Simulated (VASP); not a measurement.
# TiO2 (Rutile): time-dependent DFT spectra, part 2 of 4

Aim: the absorption of TiO2 (Rutile) from time-dependent DFT with and without exact exchange. The cell is of the rutile type, one of the forms listed for this formula. The start is a cell from a database of measured crystal structures.

VASP 6.6.1, plane waves and PAW; the level of theory is named at each step.

Still holding for the runs below: This run has no spin polarisation, although Ti can carry a moment.

So far. Step 3 (Empty bands, functional LDA): WAVECAR now holds 40 bands for 48 electrons. Its independent-particle dielectric tensor has xx, yy, zz = 7.5, 7.5, 9.1 on this mesh, which isn't tested for convergence in mesh or bands and lacks local fields.

### Step 4. Casida equation on LDA

This step: time-dependent LDA, Casida form, no spin polarisation; plane waves and PAW (Ti_sv, O) (VASP 6.6.1).

The Casida equation, in the Tamm-Dancoff approximation (ANTIRES = 0), couples the pairs by a local exchange-correlation kernel; a semilocal kernel is short-ranged. On this coarse mesh the spectra break into peaks of single stars of k points, and those at the smallest gap weigh too much.

The input, INCAR:

```
SYSTEM = TiO2
PREC = Accurate
ENCUT = 420
ISMEAR = 0
SIGMA = 0.01
LREAL = .FALSE.
GGA = CA
NBANDS = 40
LASPH = .TRUE.
ALGO = TDHF
NBANDSO = 4
NBANDSV = 5
OMEGAMAX = 25
NEDOS = 1000
CSHIFT = 0.1
PRECFOCK = Fast
LWAVE = .FALSE.
LCHARG = .FALSE.
ANTIRES = 0
LFXC = .TRUE.
LADDER = .FALSE.
```

The input, POSCAR:

```
TiO2
1.0
    4.5922000000      0.0000000000      0.0000000000
    0.0000000000      4.5922000000      0.0000000000
    0.0000000000      0.0000000000      2.9574000000
Ti O
2 4
Direct
    0.5000000000      0.5000000000      0.5000000000
    0.0000000000      0.0000000000      0.0000000000
    0.8049600000      0.1950400000      0.5000000000
    0.6950400000      0.6950400000      0.0000000000
    0.1950400000      0.8049600000      0.5000000000
    0.3049600000      0.3049600000      0.0000000000
```

The input, KPOINTS:

```
Automatic mesh
0
Gamma
4 4 6
0 0 0
```

Potentials, in the order of the species: Ti_sv and O (PBE family, release 64).

Started as:

```bash
mpirun -np 8 vasp_std
```

What it wrote:

```text
[banner, memory and clock lines left out]
running    8 mpi-ranks, on    1 nodes
 distrk:  each k-point on    8 cores,    1 groups
 distr:  one band on    1 cores,    8 groups

 POSCAR found type information on POSCAR TiO
 POSCAR found :  2 types and       6 ions
|                                                                             |
|           W    W    AA    RRRRR   N    N  II  N    N   GGGG   !!!           |
|           W    W   A  A   R    R  NN   N  II  NN   N  G    G  !!!           |
|           W    W  A    A  R    R  N N  N  II  N N  N  G       !!!           |
|           W WW W  AAAAAA  RRRRR   N  N N  II  N  N N  G  GGG   !            |
|           WW  WW  A    A  R   R   N   NN  II  N   NN  G    G                |
|           W    W  A    A  R    R  N    N  II  N    N   GGGG   !!!           |
|                                                                             |
|     For optimal performance we recommend to set                             |
|       NCORE = 2 up to number-of-cores-per-socket                            |
|     NCORE specifies how many cores store one orbital (NPAR=cpu/NCORE).      |
|     This setting can greatly improve the performance of VASP for DFT.       |
|     The default, NCORE=1 might be grossly inefficient on modern             |
|     multi-core architectures or massively parallel machines. Do your        |
|     Unfortunately you need to use the default for GW and RPA                |
|     calculations (for HF NCORE is supported but not extensively tested      |
|     yet).                                                                   |
|                                                                             |

|                                                                             |
|               ----> ADVICE to this user running VASP <----                  |
|                                                                             |
|     You enforced a specific xc type in the INCAR file but a different       |
|     [... a line on the potential file left out ...]
|     I HOPE YOU KNOW WHAT YOU ARE DOING!                                     |
|                                                                             |

|                                                                             |
|           W    W    AA    RRRRR   N    N  II  N    N   GGGG   !!!           |
|           W    W   A  A   R    R  NN   N  II  NN   N  G    G  !!!           |
|           W    W  A    A  R    R  N N  N  II  N N  N  G       !!!           |
|           W WW W  AAAAAA  RRRRR   N  N N  II  N  N N  G  GGG   !            |
|           WW  WW  A    A  R   R   N   NN  II  N   NN  G    G                |
|           W    W  A    A  R    R  N    N  II  N    N   GGGG   !!!           |
|                                                                             |
|     The default for ENCUTGWSOFT is different in this version of VASP.       |
|     please manually set ENCUTGWSOFT =280 in the INCAR file.                 |
|                                                                             |

 LDA part: xc-table for (Slater(with rela. corr.)+CA(PZ))
 , standard interpolation
 found WAVECAR, reading the header
 POSCAR, INCAR and KPOINTS ok, starting setup
 FFT: planning ... GRIDC
 FFT: planning ... GRID_SOFT
 FFT: planning ... GRID
 reading WAVECAR
 the WAVECAR file was read successfully
 initial charge from wavefunction
 available memory per node:     35.35 GB, setting MAXMEM to     36198

 The Fermi energy was updated, please check that it is located mid-gap
 values below the HOMO (VB) or above the LUMO (CB) will cause erroneous energies
 E-fermi :   5.3804

 the WAVEDER file was read successfully
 responsefunction array rank=     680
 LDA part: xc-table for (Slater(with rela. corr.)+CA(PZ))
 , standard interpolation

 min. memory requirement per mpi rank     79.1 MB, per node    632.6 MB

 Doing            0  frequencies on each core in blocks of            0
 parallelization over k-points
 Using distributed matrix
 Using distributed eigensolver
 allocating two-electron 4 orbital integral table    4    5    4    5
 BSE setting up matrix
 available memory per node:     35.32 GB, setting MAXMEM to     36166
 Calculate matrix elements of the BSE Hamiltonian:
 Workload is divided into blocks of two-electron 4 orbital integrals computed in
  parallel.
 Each block/integral has dimensions  of (   4,   5,   4,   5) orbitals
 Total number of blocks/integrals:                 4656
 Number of spins:                                     1
 Number of kpoints:                                  96
 Spin channel:                                        1
  Number of blocks of unoccupied bands:               1
  Number of blocks of occupied bands:                 1
 Number of rows/columns of blocks:                   96

                                                        Time (sec)
               Integrals                 Ranks       Real         CPU
  [         1 -        768/      4656]     8         0.31        0.00
  [       769 -       1536/      4656]     8         0.65        0.00
  [      1537 -       2304/      4656]     8         1.09        0.00
  [      2305 -       3072/      4656]     8         1.47        0.00
  [      3073 -       3840/      4656]     8         1.93        0.00
  [      3841 -       4608/      4656]     8         2.24        0.00
  [      4609 -       4656/      4656]     8         2.27        0.00

 BSE redistributing all elements
 BSE diagonalizing matrix PDSYEVX_ZHEEVX_DESC
 BSE calculating oscillator strength
```

Elapsed: 4 s, on 8 MPI ranks of Intel Xeon 6975P-C (Granite Rapids), shared host; peak memory 1.4 GiB.

Parts of OUTCAR (step 4):

```text
 Found     24 irreducible k-points:

   k-points           NKPTS =     24   k-points in BZ     NKDIM =     96   number of bands    NBANDS=     40

   NELECT =      48.0000    total number of electrons

 E-fermi :   5.3804

[... 8 parts as in an earlier step ...]
```

Numbers from this step:

```yaml
lowest_excitation: 1.781 eV
```

The imaginary dielectric function has structure finer than the step of the table below, so its rows give means over 1 eV, whole bins alone (the curve runs from 0 to 25 eV). Peaks (eV: height): xx 2.9: 9.99, 3.6: 11.2; yy 2.9: 9.99, 3.6: 11.2; zz 2.9: 14.2, 3.7: 16.1.

From 4 filled and 5 empty bands alone, without any pair above OMEGAMAX = 25 eV, so strength is missing wherever others contribute; lines are broadened by CSHIFT, which also makes the tail under the first line. The imaginary dielectric function by photon energy; means over each step:

| photon energy (eV) | xx | yy | zz |
| --- | --- | --- | --- |
| 1 | 0.0837 | 0.0836 | 0.110 |
| 2 | 0.762 | 0.762 | 1.03 |
| 3 | 7.68 | 7.68 | 9.49 |
| 4 | 7.44 | 7.46 | 10.4 |
| 5 | 2.52 | 2.46 | 2.33 |
| 6 | 0.558 | 0.554 | 0.263 |
| 7 | 0.0753 | 0.0750 | 0.0711 |
| 8 | 0.0340 | 0.0339 | 0.0374 |
| 9 | 0.0201 | 0.0200 | 0.0229 |
| 10 | 0.0132 | 0.0131 | 0.0153 |
| 11 | 0.00922 | 0.00919 | 0.0108 |
| 12 | 0.00674 | 0.00674 | 0.00794 |
| 13 | 0.00511 | 0.00510 | 0.00603 |
| 14 | 0.00397 | 0.00395 | 0.00471 |
| 15 | 0.00316 | 0.00314 | 0.00375 |
| 16 | 0.00255 | 0.00255 | 0.00304 |
| 17 | 0.00210 | 0.00209 | 0.00250 |
| 18 | 0.00174 | 0.00173 | 0.00208 |
| 19 | 0.00147 | 0.00146 | 0.00175 |
| 20 | 0.00125 | 0.00124 | 0.00149 |
| 21 | 0.00107 | 0.00106 | 0.00128 |

The lowest excitation lies at 1.781 eV, +0 meV against the direct gap of these orbitals. It is dark; the first state with over 2 % of the strongest strength among the lowest 40 lies at 2.234 eV. Peak heights aren't converged with the mesh, least of all at the onset.

### Step 5. Random-phase approximation on LDA

This step: RPA spectrum on LDA, no spin polarisation; plane waves and PAW (Ti_sv, O) (VASP 6.6.1).

With the exchange-correlation kernel off, only the local fields remain: the random-phase approximation.

Edit INCAR of step 4 so:

```diff
@@ -19,3 +19,3 @@
 ANTIRES = 0
-LFXC = .TRUE.
+LFXC = .FALSE.
 LADDER = .FALSE.
```

POSCAR is that of step 4.

KPOINTS is that of step 4.

Started as:

```bash
mpirun -np 8 vasp_std
```

What it wrote:

```text
[banner, memory and clock lines left out]
 LDA part: xc-table for (Slater(with rela. corr.)+CA(PZ))
 , standard interpolation
 found WAVECAR, reading the header
 POSCAR, INCAR and KPOINTS ok, starting setup
 FFT: planning ... GRIDC
 FFT: planning ... GRID_SOFT
 FFT: planning ... GRID
 reading WAVECAR
 the WAVECAR file was read successfully
 initial charge from wavefunction
 available memory per node:     35.34 GB, setting MAXMEM to     36192

 Doing            0  frequencies on each core in blocks of            0
 parallelization over k-points
 Using distributed matrix
 Using distributed eigensolver
 allocating two-electron 4 orbital integral table    4    5    4    5
 BSE setting up matrix
 available memory per node:     35.31 GB, setting MAXMEM to     36156
 Calculate matrix elements of the BSE Hamiltonian:
 Workload is divided into blocks of two-electron 4 orbital integrals computed in
  parallel.
 Each block/integral has dimensions  of (   4,   5,   4,   5) orbitals
 Total number of blocks/integrals:                 4656
 Number of spins:                                     1
 Number of kpoints:                                  96
 Spin channel:                                        1
  Number of blocks of unoccupied bands:               1
  Number of blocks of occupied bands:                 1
 Number of rows/columns of blocks:                   96

                                                        Time (sec)
               Integrals                 Ranks       Real         CPU
  [         1 -        768/      4656]     8         0.49        0.00
  [       769 -       1536/      4656]     8         0.98        0.00
  [      1537 -       2304/      4656]     8         1.46        0.00
  [      2305 -       3072/      4656]     8         1.94        0.00
  [      3073 -       3840/      4656]     8         2.27        0.00
  [      3841 -       4608/      4656]     8         2.64        0.00
  [      4609 -       4656/      4656]     8         2.67        0.00

[... 8 parts as in an earlier step ...]
```

Elapsed: 4.8 s, on 8 MPI ranks; peak memory 1.4 GiB; 32 s of CPU time.

Parts of OUTCAR (step 5):

```text
   NELECT =      48.0000    total number of electrons

 E-fermi :   5.3804

[... 9 parts as in an earlier step ...]

[... 1 further part left out ...]
```

This step gave:

- lowest excitation: 1.782 eV

The imaginary dielectric function has structure finer than the step of the table below, so its rows give means over 1 eV, whole bins alone (the curve runs from 0 to 25 eV). Peaks (eV: height): xx 2.9: 9.74, 3.6: 11.1; yy 2.9: 9.74, 3.6: 11.1; zz 2.9: 14.0, 3.7: 15.9.

From 4 filled and 5 empty bands alone, without any pair above OMEGAMAX = 25 eV, so strength is missing wherever others contribute; lines are broadened by CSHIFT, which also makes the tail under the first line. Imaginary dielectric function against photon energy; means over each step:

| photon energy (eV) | xx | yy | zz |
| --- | --- | --- | --- |
| 1 | 0.0824 | 0.0824 | 0.108 |
| 2 | 0.745 | 0.745 | 1.01 |
| 3 | 7.51 | 7.51 | 9.28 |
| 4 | 7.52 | 7.53 | 10.6 |
| 5 | 2.57 | 2.51 | 2.40 |
| 6 | 0.616 | 0.611 | 0.271 |
| 7 | 0.0833 | 0.0829 | 0.0721 |
| 8 | 0.0350 | 0.0348 | 0.0378 |
| 9 | 0.0205 | 0.0204 | 0.0231 |
| 10 | 0.0134 | 0.0133 | 0.0154 |
| 11 | 0.00933 | 0.00930 | 0.0109 |
| 12 | 0.00683 | 0.00679 | 0.00799 |
| 13 | 0.00516 | 0.00513 | 0.00607 |
| 14 | 0.00401 | 0.00399 | 0.00474 |
| 15 | 0.00318 | 0.00317 | 0.00378 |
| 16 | 0.00258 | 0.00256 | 0.00305 |
| 17 | 0.00210 | 0.00210 | 0.00251 |
| 18 | 0.00175 | 0.00175 | 0.00209 |
| 19 | 0.00148 | 0.00147 | 0.00176 |
| 20 | 0.00125 | 0.00125 | 0.00150 |
| 21 | 0.00107 | 0.00107 | 0.00128 |

The lowest excitation lies at 1.782 eV, +0 meV against the direct gap of these orbitals. It is dark; the first state with over 2 % of the strongest strength among the lowest 40 lies at 2.234 eV. Peak heights aren't converged with the mesh, least of all at the onset.

### Step 6. Orbitals for ground state at HSE06

This step: LDA, no spin polarisation; plane waves and PAW (Ti_sv, O) (VASP 6.6.1).

A hybrid converges faster from good orbitals, so a cheap LDA run writes WAVECAR first.

The input, INCAR:

```
SYSTEM = TiO2
PREC = Accurate
ENCUT = 420
EDIFF = 1E-05
NELM = 100
ISMEAR = 0
SIGMA = 0.01
LREAL = .FALSE.
ALGO = Normal
GGA = CA
NBANDS = 30
LASPH = .TRUE.
LORBIT = 11
LWAVE = .TRUE.
LCHARG = .FALSE.
KPAR = 8
```

POSCAR is that of step 5.

KPOINTS is that of step 5.

Started as:

```bash
mpirun -np 8 vasp_std
```

What it wrote:

```text
[banner, memory and clock lines left out]
running    8 mpi-ranks, on    1 nodes
 distrk:  each k-point on    1 cores,    8 groups
 distr:  one band on    1 cores,    1 groups

 POSCAR found type information on POSCAR TiO
 POSCAR found :  2 types and       6 ions
 [... a notice as in an earlier step ...]

 [... a notice as in an earlier step ...]

 LDA part: xc-table for (Slater(with rela. corr.)+CA(PZ))
 , standard interpolation
 POSCAR, INCAR and KPOINTS ok, starting setup
 FFT: planning ... GRIDC
 FFT: planning ... GRID_SOFT
 FFT: planning ... GRID
 WAVECAR not read
 entering main loop
       N       E                     dE             d eps       ncg     rms          rms(c)
[... 13 cycles as in an earlier step ...]
DAV:  14    -0.589092399467E+02    0.20879E-05   -0.32383E-05  1528   0.490E-02
   1 F= -.58909240E+02 E0= -.58909240E+02  d E =-.396697-172
 writing wavefunctions
```

The job ended after 3.2 s (8 MPI ranks; peak memory 1.2 GiB; 20 s of CPU time).

From OUTCAR (step 6):

```text
   NELECT =      48.0000    total number of electrons

 E-fermi :   4.6862

 k-point     1 :       0.0000    0.0000    0.0000
  band No.  band energies     occupation
    ...
     20       2.4901      2.00000
     21       3.7854      2.00000
     22       4.0374      2.00000
     23       4.0374      2.00000
     24       4.4894      2.00000
     25       6.2705      0.00000
     26       6.5698      0.00000
     27       6.8201      0.00000
     28       6.9090      0.00000
     29       6.9090      0.00000
    ...

  Total       -4.0260168     -4.0260168     -5.0783172     -0.0000000      0.0000000      0.0000000
  in kB     -103.4271376   -103.4271376   -130.4604119     -0.0000000      0.0000000      0.0000000
  external PRESSURE =    -112.4382290 kB  Pullay stress =       0.0000000 kB

 POSITION                                       TOTAL-FORCE (eV/Angst)
 -----------------------------------------------------------------------------------
      2.29610      2.29610      1.47870        -0.000000     -0.000000     -0.000000
      0.00000      0.00000      0.00000        -0.000000     -0.000000     -0.000000
      3.69654      0.89566      1.47870        -0.004038      0.004038      0.000000
      3.19176      3.19176      0.00000         0.004038      0.004038      0.000000
      0.89566      3.69654      1.47870         0.004038     -0.004038     -0.000000
      1.40044      1.40044      0.00000        -0.004038     -0.004038     -0.000000
 -----------------------------------------------------------------------------------
    total drift:                                0.000000     -0.000000     -0.000000

  FREE ENERGIE OF THE ION-ELECTRON SYSTEM (eV)
  ---------------------------------------------------
  free  energy   TOTEN  =       -58.9092399467 eV

  energy  without entropy=      -58.9092399467  energy(sigma->0) =      -58.90923995

[... 9 parts as in an earlier step ...]

[... 8 further parts left out ...]
```

This step gave:

| Item | Value |
| --- | --- |
| Fermi energy | 4.686 eV |
| pressure | -11.24 GPa |

The run ends at a pressure of -11.24 GPa, with forces up to 0.0057 eV/Å.

[end of part 2 of 4]

[Lines on the potential files, build, host, timing and source positions are cut from VASP's logs without a mark.]

[Logs are printed without paths, hosts, clocks, repeated set-up lines and the standing remarks that a program may print on its own settings, such as how far it seeks lower states.]

[Hosts, paths, dates, database ids (printed as entryN), source tags and the programs' standing remarks are cut or masked in the printed files.]

[Pressures printed for these runs are not shown converged in the cutoff: they can be off by several GPa and have the wrong sign.]
